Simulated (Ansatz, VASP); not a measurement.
ZnRe: VASP beside Ansatz

```xyz
2
Lattice="2.8021 0.0000 0.0000 -1.4011 2.4267 0.0000 0.0000 0.0000 4.5822" Properties=species:S:1:pos:R:3 pbc="T T T"
Re    0.0000    1.6178    2.2911
Zn    0.0000    0.0000    0.0000
```

Change from the starting cell: volume scaled by 1.06.

Alike in both runs: task single point; functional PBE; k mesh 11 × 11 × 6; occupations fermi-dirac, width 0.05 eV; no spin polarisation.

|  | VASP | Ansatz |
| --- | --- | --- |
| version | VASP 6.6.1 | Ansatz 0.2.0 |
| potentials or method | VASP PAW PBE potentials, release 64 (Re, Zn) | Ansatz PAW |
| plane-wave cutoff (eV) | 520 | 420 |
| valence electrons in the cell | 19 | 27 |

|  | VASP | Ansatz | Ansatz less VASP |
| --- | --- | --- | --- |
| gap on the k mesh at the Fermi level (eV) | none | none | - |
| pressure (GPa) | -12.4 | -12.3 | +0.11 |
| largest component of the traceless stress (GPa) | 1.50 | 1.30 | -0.203 |

A gap of «none» marks a metal or a gap that the smearing closes. With one functional, cell and mesh, what is left measures potentials, basis and numerics. The two sets of potentials don't hold the same shells in valence.

Spin-orbit coupling is left out, which matters for the levels of Re.
